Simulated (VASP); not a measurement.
Output of a VASP run:

OSZICAR:
```
       N       E                     dE             d eps       ncg     rms          rms(c)
DAV:   1     0.461730248578E+03    0.46173E+03   -0.22082E+04   960   0.189E+03
DAV:   2    -0.344958562203E+01   -0.46518E+03   -0.45654E+03  1128   0.511E+02
DAV:   3    -0.491178556765E+02   -0.45668E+02   -0.44381E+02  1376   0.152E+02
DAV:   4    -0.511823090156E+02   -0.20645E+01   -0.20634E+01  1368   0.291E+01
DAV:   5    -0.512331121160E+02   -0.50803E-01   -0.50801E-01  1336   0.381E+00    0.308E+01
DAV:   6    -0.418202422098E+02    0.94129E+01   -0.57779E+01  1424   0.766E+01    0.188E+01
DAV:   7    -0.419122781943E+02   -0.92036E-01   -0.69484E+00  1168   0.209E+01    0.123E+01
DAV:   8    -0.419582101213E+02   -0.45932E-01   -0.16015E+00  1272   0.147E+01    0.337E+00
DAV:   9    -0.418769867898E+02    0.81223E-01   -0.39203E-01  1216   0.707E+00    0.885E-01
DAV:  10    -0.418823427100E+02   -0.53559E-02   -0.15108E-01  1320   0.297E+00    0.749E-01
DAV:  11    -0.418746056309E+02    0.77371E-02   -0.67039E-02  1280   0.180E+00    0.187E-01
DAV:  12    -0.418744347305E+02    0.17090E-03   -0.26367E-03  1280   0.581E-01    0.685E-02
DAV:  13    -0.418744375048E+02   -0.27743E-05   -0.31899E-04  1360   0.214E-01    0.324E-02
DAV:  14    -0.418744422477E+02   -0.47429E-05   -0.11229E-04  1232   0.143E-01    0.128E-02
DAV:  15    -0.418744408456E+02    0.14022E-05   -0.17584E-05  1264   0.447E-02    0.525E-03
DAV:  16    -0.418744409670E+02   -0.12139E-06   -0.15406E-06  1344   0.102E-02    0.196E-03
DAV:  17    -0.418744408233E+02    0.14367E-06   -0.32308E-07   976   0.463E-03    0.139E-03
DAV:  18    -0.418744408204E+02    0.28654E-08   -0.90681E-08   680   0.237E-03
   1 F= -.41874441E+02 E0= -.41874441E+02  d E =-.200124E-11
```

**OUTCAR**
```
------------------------ aborting loop because EDIFF is reached ----------------------------------------
  FORCE on cell =-STRESS in cart. coord.  units (eV):
  Direction    XX          YY          ZZ          XY          YZ          ZX
  --------------------------------------------------------------------------------------
  Total        4.5454152      4.5454152      4.5454152      0.0000000      0.0000000     -0.0000000
  in kB      131.0107850    131.0107850    131.0107850      0.0000000      0.0000000     -0.0000000
  external PRESSURE =     131.0107850 kB  Pullay stress =       0.0000000 kB
  volume of cell :       55.59
      direct lattice vectors                 reciprocal lattice vectors
     3.816445212  0.000000000  0.000000000     0.262023937  0.000000000  0.000000000
     0.000000000  3.816445212  0.000000000     0.000000000  0.262023937  0.000000000
     0.000000000  0.000000000  3.816445212     0.000000000  0.000000000  0.262023937
 POSITION                                       TOTAL-FORCE (eV/Angst)
 -----------------------------------------------------------------------------------
      0.00000      0.00000      0.00000         0.000000      0.000000      0.000000
      1.90822      1.90822      1.90822         0.000000      0.000000      0.000000
      1.90822      0.00000      1.90822         0.000000      0.000000      0.000000
      0.00000      1.90822      1.90822         0.000000      0.000000      0.000000
      1.90822      1.90822      0.00000         0.000000      0.000000      0.000000
 -----------------------------------------------------------------------------------
    total drift:                                0.000000      0.000000      0.000000
  FREE ENERGIE OF THE ION-ELECTRON SYSTEM (eV)
  ---------------------------------------------------
  free  energy   TOTEN  =       -41.8744408204 eV

  energy  without entropy=      -41.8744408204  energy(sigma->0) =      -41.87444082
```
(Selected blocks of OUTCAR.)

**POSCAR**
```
SrTiO3
1
    3.8164452116     0.0000000000     0.0000000000
    0.0000000000     3.8164452116     0.0000000000
    0.0000000000     0.0000000000     3.8164452116
Sr Ti O
1 1 3
Direct
  0.0000000000   0.0000000000   0.0000000000
  0.5000000000   0.5000000000   0.5000000000
  0.5000000000   0.0000000000   0.5000000000
  0.0000000000   0.5000000000   0.5000000000
  0.5000000000   0.5000000000   0.0000000000
```

### Question
Write an INCAR and KPOINTS that could have produced this output.

### Answer
This is not unique; one that fits is the input of the run itself, PBEsol GGA, plane waves, VASP's PBE PAW potentials (set 64).

**KPOINTS**
```
Automatic mesh
0
Gamma
7 7 7
0 0 0
```

INCAR:
```
SYSTEM = SrTiO3
PREC = Accurate
ENCUT = 520
EDIFF = 1E-7
NELM = 100
ALGO = Normal
LREAL = .FALSE.
LASPH = .TRUE.
ISMEAR = 0
SIGMA = 0.05
GGA = PS
LMAXMIX = 4
LWAVE = .FALSE.
LCHARG = .FALSE.
ISIF = 2
```

POTCAR, in this order: Sr_sv Ti_sv O (PBE.64 set). Program: vasp_std.

The compound is SrTiO3 in the cubic perovskite structure, the ideal cubic form; the compound distorts at low or room temperature. This cell is one point of a volume scan, at 0.94 of the reference volume.
